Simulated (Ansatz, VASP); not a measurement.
# LuBi2ClO4: VASP beside Ansatz, part 3 of 3

Aim: how closely do two programs agree when they are given the same cell, functional and k mesh? The cell is taken from a series of runs on this material, whose earlier steps may have relaxed, scaled, displaced or heated it; both programs get it as it stands.

VASP 6.6.1 and Ansatz 0.2.0.

So far. Step 2 (VASP: zone-centre phonons, PBEsol): The data set Lu_3 holds the 4f electrons frozen in the core, so no f bands or f moments appear. The dielectric response converges more slowly with the mesh than energies do, so tensor and charges may still move on a finer one.

## 3. Ansatz: zone-centre phonons, PBEsol

Level of this step: Ansatz beside VASP: Kohn-Sham DFT, plane waves, PBEsol (Ansatz).

Ansatz runs on its PAW soft_1 files.

The same cell, functional and mesh now go to Ansatz, which takes its cutoff from its data sets.

input.yaml

```yaml
crystal:
  lattice:
    - [3.817344476, 0.0, 0.0]
    - [0.0, 3.817344476, 0.0]
    - [0.0, 0.0, 8.8108298809]
  atoms:
    - { symbol: Lu, position: [0.0, 0.0, 0.0] }
    - { symbol: Bi, position: [0.5, 0.5, 0.7197779715] }
    - { symbol: Bi, position: [0.5, 0.5, 0.2802220285] }
    - { symbol: Cl, position: [0.0, 0.0, 0.5] }
    - { symbol: O, position: [0.5, 0.0, 0.8482811149] }
    - { symbol: O, position: [0.0, 0.5, 0.8482811149] }
    - { symbol: O, position: [0.5, 0.0, 0.1517188851] }
    - { symbol: O, position: [0.0, 0.5, 0.1517188851] }
kpoints:
  mp_grid: { grid: [8, 8, 4] }
hamiltonian:
  xc: pbesol
  pseudopotentials: { kind: paw, azcp: { folder: soft_1 }, xc_functional: pbe }
scf:
  occupations: { method: fixed }
output:
  eigenvalues: true
phonons:
  method: dfpt
  dielectric: true
  rigid_motions: translations
  raman: true
```

The run is started by

```console
ansatz run input.yaml --threads 16 --pin off --max-ram 61440MiB --backend cuda --events-out ev --progress --plain --runs-dir out
```

Numbers of over 12 decimals in the logs are rounded to 6 here.

Output:

```text
Engine: ansatz 0.2.0, aarch64-unknown-linux-gnu
Pseudopotentials: kind: paw
Pseudopotential: Lu, paw, valence charge 25, recommended cutoff 420 eV (normal), soft_1/Lu.paw.azcp
Pseudopotential: Bi, paw, valence charge 15, recommended cutoff 420 eV (normal), soft_1/Bi.paw.azcp
Pseudopotential: Cl, paw, valence charge 7, recommended cutoff 420 eV (normal), soft_1/Cl.paw.azcp
Pseudopotential: O, paw, valence charge 6, recommended cutoff 420 eV (normal), soft_1/O.paw.azcp
Functional definition: PBEsol
  exchange = pbesol_x
  correlation = pbesol_c
[...]
Crystal: 8 atoms, lattice volume = 128.392 Å³
Basis set: ecut = 420 eV, 2477 PW (Γ), exchange–correlation on 54×54×120 points (8 copies of the dense FFT grid, shifted against one another)
Bands: 52, of which v1, the nominal top of the filled ones, is band 43 counted from 1 (42 counted from 0)
Symmetry: 16 space group operations
k-points: 132 of 256 (irreducible under 1 space group operation, time reversal used)
Non-local potential: Lu, projectors of the file, l = 0: 3, l = 1: 2, l = 2: 2, l = 3: 3
Non-local potential: Bi, projectors of the file, l = 0: 2, l = 1: 2, l = 2: 2, l = 3: 1
Non-local potential: Cl, projectors of the file, l = 0: 2, l = 1: 2, l = 2: 1
Non-local potential: O, projectors of the file, l = 0: 2, l = 1: 2, l = 2: 1
PAW form: soft (Blöchl's): semilocal exchange-correlation on the pseudo side does not see the compensation charge
PAW frozen core: Lu, regenerated for the run's functional, and the local potential with it (the file was generated under x = pbe(κ = 0.804, μ = 0.219515), c = pbe(β = 0.066725))
PAW frozen core: Bi, regenerated for the run's functional, and the local potential with it (the file was generated under x = pbe(κ = 0.804, μ = 0.219515), c = pbe(β = 0.066725))
PAW frozen core: Cl, regenerated for the run's functional, and the local potential with it (the file was generated under x = pbe(κ = 0.804, μ = 0.219515), c = pbe(β = 0.066725))
PAW frozen core: O, regenerated for the run's functional, and the local potential with it (the file was generated under x = pbe(κ = 0.804, μ = 0.219515), c = pbe(β = 0.066725))
PAW one-centre angular grid: Lu, 590 points (default); XC on 64 Gauss nodes
PAW one-centre angular grid: Bi, 590 points (default); XC on 64 Gauss nodes
PAW one-centre angular grid: Cl, 110 points (default); XC on 64 Gauss nodes
[...]
Initial density: superposition of atomic densities (chi_scale 0.1, normalization cell, long waves kept (reshape's long-wave potential 0.22 eV rms))
Initial wavefunctions: pseudopotential atomic-orbital guess
[...]
Functional: x = pbesol(κ = 0.804, μ = 0.123457), c = pbesol(β = 0.046)
SCF iter   1: F=—  HF=-42417.263536 eV  |F-HF|=—  |Δ(HF+E_count)|=         —  Δρ=7.96e-2  dr2=2.17e1  ethr=3.10e-3  ⟨swp⟩=5.0  Hψ=24257  notcnv=0  defer=901
preconditioner: auto → Resta (q_TF=auto, 2.552 Å⁻¹)  ε∞=4.4  [insulator: Δε(μ)=1.059 eV  Ē_g=15.712 eV  n_scr=38 (ndim 8)  ℏωp=28.9 eV  f_vac=0.000  ε∞_Penn≈4.4]
SCF iter   2: F=—  HF=-42412.688821 eV  |F-HF|=—  |Δ(HF+E_count)|=    4.57e0  Δρ=3.10e-2  dr2=2.51e0  ethr=3.10e-3  ⟨swp⟩=4.5  Hψ=19893  notcnv=0  defer=801
[...]
SCF iter  14: F=-42411.523161 eV  HF=-42411.523161 eV  |F-HF|=3.64e-11  |Δ(HF+E_count)|=  7.28e-12  Δρ=2.17e-7  dr2=7.58e-11  ethr=1.00e-12  ⟨swp⟩=22.7  Hψ=72457  notcnv=0
SCF 1 converged in 14 iterations: F = -42411.523161 eV  dr2 = 7.58e-11
  greatest PAW one-centre occupation: 0.998 electrons in one spin orbital (limit 2), on the Lu atom at site 0 (counted from 0), in its partial waves of l = 0
[...]
NSCF: frozen V_eff on 45 k-points, pencils in batches of 32, up to order 208
[...]
NSCF: frozen V_eff on 45 k-points
[...]
DFPT response loops at q = (0, 0, 0) (fractional): preconditioner auto → Resta (q_TF=auto, 2.552 Å⁻¹)  ε∞=7.2 (no band partly filled); β = 1.00, the filter's whole step (`scf.mixing.beta` (0.50) is not read by the response loops at its default; to damp them type it under 1.00, their step now; it binds the ground state too); Anderson in place of MSR1; while a model of the screening serves, it and β = 1 on shorter waves in the place of filter and β
[...]
SCF 1 converged in 9 iterations: F = -42411.263308 eV  dr2 = 4.78e-11
[...]
SCF converged after 14 iterations
[...]
102.52      2             4.0096                 0.0000               —
        106.82      1             6.9390                 0.0000               —
        126.54      1             0.0000                57.1048           0.017
        190.27      1             0.0001                 0.0000               —
        272.49      2            90.3370                 0.0000               —
        285.52      2             0.0000                54.7994           0.750
        308.31      1             0.0000                 0.0000               —
        414.97      1            26.8435                 0.0000               —
        439.03      1             0.0000                20.0178           0.750
        468.49      2             0.0000                42.8093           0.750
        471.74      2            20.7556                 0.0000               —
        542.92      1             0.0000               678.4744           0.053
  optical modes at Γ + LO–TO along q̂ = [1.0000, 0.0000, 0.0000]:
      ω (cm⁻¹)  modes    IR ((D/Å)²/amu)  static Raman (Å⁴/amu)  depolarisation
         57.02      2             0.0000                 7.4943           0.750
         99.19      1             4.2604                 0.0000               —
        101.37      1             0.0022                 0.0000               —
        102.52      1             2.0048                 0.0000               —
        106.82      1             6.9390                 0.0000               —
        124.09      1             0.5481                 0.0000               —
        126.54      1             0.0000                57.1048           0.017
        190.27      1             0.0001                 0.0000               —
        272.49      1            45.1685                 0.0000               —
        285.52      2             0.0000                54.7994           0.750
        308.31      1             0.0000                 0.0000               —
        406.05      1            14.5009                 0.0000               —
        414.97      1            26.8435                 0.0000               —
        439.03      1             0.0000                20.0178           0.750
        468.49      2             0.0000                42.8093           0.750
        471.74      1            10.3778                 0.0000               —
        542.92      1             0.0000               678.4744           0.053
        546.64      1            46.7603                 0.0000               —
  optical modes at Γ + LO–TO along q̂ = [0.0000, 1.0000, 0.0000]:
      ω (cm⁻¹)  modes    IR ((D/Å)²/amu)  static Raman (Å⁴/amu)  depolarisation
         57.02      2             0.0000                 7.4943           0.750
         99.19      1             4.2604                 0.0000               —
        101.37      1             0.0022                 0.0000               —
        102.52      1             2.0048                 0.0000               —
        106.82      1             6.9390                 0.0000               —
        124.09      1             0.5481                 0.0000               —
        126.54      1             0.0000                57.1048           0.017
[...]
285.52      2             0.0000                54.7994           0.750
[...]
439.03      1             0.0000                20.0178           0.750
        468.49      2             0.0000                42.8093           0.750
[...]
542.92      1             0.0000               678.4744           0.053
[...]
optical modes at Γ + LO–TO along q̂ = [0.0000, 0.0000, 1.0000]:
      ω (cm⁻¹)  modes    IR ((D/Å)²/amu)  static Raman (Å⁴/amu)  depolarisation
         57.02      2             0.0000                 7.4943           0.750
         99.19      2             8.5208                 0.0000               —
        102.52      2             4.0096                 0.0000               —
        126.54      1             0.0000                57.1048           0.017
        158.28      1             2.7627                 0.0000               —
        190.27      1             0.0002                 0.0000               —
        272.49      2            90.3370                 0.0000               —
        285.52      2             0.0000                54.7994           0.750
        308.31      1             0.0000                 0.0000               —
        439.03      1             0.0000                20.0178           0.750
        468.49      2             0.0000                42.8093           0.750
        471.74      2            20.7556                 0.0000               —
        511.95      1            31.0198                 0.0000               —
        542.92      1             0.0000               678.4744           0.053
```

## 4. Comparison

Known differences besides the potentials themselves: fixed occupations in Ansatz, narrow Gaussian smearing in VASP; the data sets hold 86 valence electrons in Ansatz (on its PAW soft_1 files) and 70 in VASP; the cutoff is 420 eV in Ansatz and 600 eV in VASP; Ansatz makes its cores anew for this functional, VASP keeps those of its PBE data sets. Total energies have different zeros and are not compared.

The two programs side by side:

```csv
quantity,Ansatz,VASP,difference
ε∞ xx,5.96,5.89,+1.25 %
ε∞ yy,5.96,5.89,+1.25 %
ε∞ zz,5.42,5.30,+2.21 %
Born charge of Lu1 (mean of the diagonal) (e),4.17,4.15,+0.02
Born charge of Bi2 (mean of the diagonal) (e),4.17,4.15,+0.01
Born charge of Cl4 (mean of the diagonal) (e),-1.90,-1.89,-0.01
Born charge of O5 (mean of the diagonal) (e),-2.65,-2.64,-0.01
optical mode 1 to 2 (cm⁻¹),57.0,57.0,-0.01 %
optical mode 3 to 4 (cm⁻¹),99.2,99.4,-0.20 %
optical mode 5 to 6 (cm⁻¹),102.5,102.2,+0.36 %
optical mode 7 (cm⁻¹),106.8,105.7,+1.05 %
optical mode 8 (cm⁻¹),126.5,126.0,+0.40 %
optical mode 9 (cm⁻¹),190.3,189.3,+0.52 %
optical mode 10 to 11 (cm⁻¹),272.5,266.1,+2.41 %
optical mode 12 to 13 (cm⁻¹),285.5,281.6,+1.39 %
optical mode 14 (cm⁻¹),308.3,307.3,+0.33 %
optical mode 15 (cm⁻¹),415.0,414.0,+0.24 %
optical mode 16 (cm⁻¹),439.0,436.8,+0.50 %
optical mode 17 to 18 (cm⁻¹),468.5,468.9,-0.08 %
optical mode 19 to 20 (cm⁻¹),471.7,475.6,-0.81 %
optical mode 21 (cm⁻¹),542.9,543.1,-0.04 %
```

Modes are paired by rising frequency, not by their patterns, so a pair may set unlike modes beside each other; they are those without the splitting of longitudinal modes.

## 5. Results

| Quantity | Value |
| --- | --- |
| r.m.s. difference of the optical zone-centre modes, each program's sorted by frequency (zone-centre phonons, PBEsol) | 2.7 cm⁻¹ |
| difference in optical mode 10 to 11 (zone-centre phonons, PBEsol) | +2.4 % |

**Reading.** The r.m.s. difference of the optical zone-centre modes, each program's sorted by frequency is 2.7 cm⁻¹ (zone-centre phonons, PBEsol). The data sets hold unlike numbers of valence electrons (86 in Ansatz and 70 in VASP), so part of the differences comes from the potentials. Among the rows given in per cent, the largest difference of the zone-centre phonons, PBEsol pair is in optical mode 10 to 11, +2.4 %. How closely two codes agree says nothing of how well the functional describes the real material.

[Lines on the potential files, build, host, timing and source positions are cut from VASP's logs without a mark.]

[Logs are printed without paths, hosts, clocks, repeated set-up lines and the standing remarks that a program may print on its own settings, such as how far it seeks lower states.]

[Hosts, paths, dates, database ids (printed as entryN), source tags and the programs' standing remarks are cut or masked in the printed files.]
